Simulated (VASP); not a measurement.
Crystal: LaSiIr.

```
La Si Ir
1.0
     6.36300    0.00000    0.00000
     0.00000    6.36300    0.00000
     0.00000    0.00000    6.36300
La Si Ir
4 4 4
Direct
  0.13250 0.13250 0.13250
  0.36750 0.86750 0.63250
  0.63250 0.36750 0.86750
  0.86750 0.63250 0.36750
  0.83900 0.83900 0.83900
  0.66100 0.16100 0.33900
  0.33900 0.66100 0.16100
  0.16100 0.33900 0.66100
  0.42300 0.42300 0.42300
  0.07700 0.57700 0.92300
  0.92300 0.07700 0.57700
  0.57700 0.92300 0.07700
```

| Item | Value |
| --- | --- |
| Program | VASP 6.6.1 |
| Task | relaxation of cell and atoms |
| Functional | PBEsol |
| Potentials or basis | VASP PAW PBE potentials, release 64 (La, Si, Ir) |
| Cutoff | 600 eV |
| k mesh | 6 × 6 × 6 |
| Occupations | methfessel-paxton, width 0.1 eV |
| Spin | no spin polarisation |

At the start: pressure 0.1 GPa; volume 21.47 Å³/atom.

**Question.** Where does the relaxation end?

**Answer.** Over 13 steps the energy falls by 3.4 meV/atom; space group P2_13 (No. 198, to 0.05 Å).

Step by step:
```tsv
step	energy change (eV)	largest force (eV/Å)	pressure (GPa)	volume (Å³)
1	0.0000	0.2635	0.08	257.62
2	-0.0148	0.2052	-0.17	258.01
3	-0.0336	0.0564	-0.88	259.17
4	-0.0394	0.0471	-0.09	257.53
5	-0.0394	0.0462	-0.03	257.38
6	-0.0394	0.0460	-0.01	257.34
7	-0.0396	0.0427	0.00	257.34
8	-0.0402	0.0303	0.03	257.32
9	-0.0406	0.0165	0.09	257.29
10	-0.0406	0.0204	-0.15	257.80
11	-0.0407	0.0203	-0.04	257.54
12	-0.0409	0.0155	-0.04	257.57
13	-0.0410	0.0098	-0.06	257.64
```

Final structure:
```yaml
crystal:
  lattice:
    - [6.36317, 0.00000, 0.00000]
    - [0.00000, 6.36317, 0.00000]
    - [0.00000, 0.00000, 6.36317]
  atoms:
    - { symbol: La, position: [0.13584, 0.13584, 0.13584] }
    - { symbol: La, position: [0.36416, 0.86416, 0.63584] }
    - { symbol: La, position: [0.63584, 0.36416, 0.86416] }
    - { symbol: La, position: [0.86416, 0.63584, 0.36416] }
    - { symbol: Si, position: [0.84088, 0.84088, 0.84088] }
    - { symbol: Si, position: [0.65912, 0.15912, 0.34088] }
    - { symbol: Si, position: [0.34088, 0.65912, 0.15912] }
    - { symbol: Si, position: [0.15912, 0.34088, 0.65912] }
    - { symbol: Ir, position: [0.42800, 0.42800, 0.42800] }
    - { symbol: Ir, position: [0.07200, 0.57200, 0.92800] }
    - { symbol: Ir, position: [0.92800, 0.07200, 0.57200] }
    - { symbol: Ir, position: [0.57200, 0.92800, 0.07200] }
```

Caveat: the PAW data sets were made with another functional, which shifts forces and pressure a little.
